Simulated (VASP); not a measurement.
Input of a VASP 6.6.1 run:

The input INCAR:

```
SYSTEM = MgO
ALGO = Normal
EDIFF = 1E-6
ENCUT = 520
GGA = PE
ISIF = 2
ISMEAR = 0
LASPH = .True.
LCHARG = .True.
LELF = .True.
LREAL = .False.
LVHAR = .True.
LWAVE = .False.
NBANDS = 11
NELM = 100
PREC = Accurate
SIGMA = 0.03
```

File KPOINTS:

```
k-points
0
Gamma
  8 8 8
  0 0 0
```

The input POSCAR:

```
MgO
1.0
    0.0000000000      2.1652500000      2.1652500000
    2.1652500000      0.0000000000      2.1652500000
    2.1652500000      2.1652500000      0.0000000000
Mg O
1 1
Direct
    0.0000000000      0.0000000000      0.0000000000
    0.5000000000      0.5000000000      0.5000000000
```

Potentials or basis: VASP PAW PBE potentials, release 64 (Mg, O).

Command:

```console
$ cat potpaw_PBE.64/Mg/POTCAR potpaw_PBE.64/O/POTCAR > POTCAR
$ mpirun -np 1 vasp_std > vasp.out
```

(1) What does it give for the band gap on the k mesh?

(2) Predict the pressure.

Answers

(1) 3.96 eV, direct.

(2) -7.9 GPa.

**The experiment to reproduce.**

From “Electronic structure of alkaline earth and post-transition metal oxides”, 2009, arxiv:0908.1581, for a bulk crystal of MgO: band gap 7.83 eV.

A measured gap of MgO is 7.83 eV (quoted in “Electronic structure of alkaline earth and post-transition metal oxides”, 2009, arxiv:0908.1581); the calculated 3.96 eV misses it by -3.87 eV. The value is that of PBE, without temperature or zero-point motion. Semilocal functionals fall short of measured gaps as a rule.
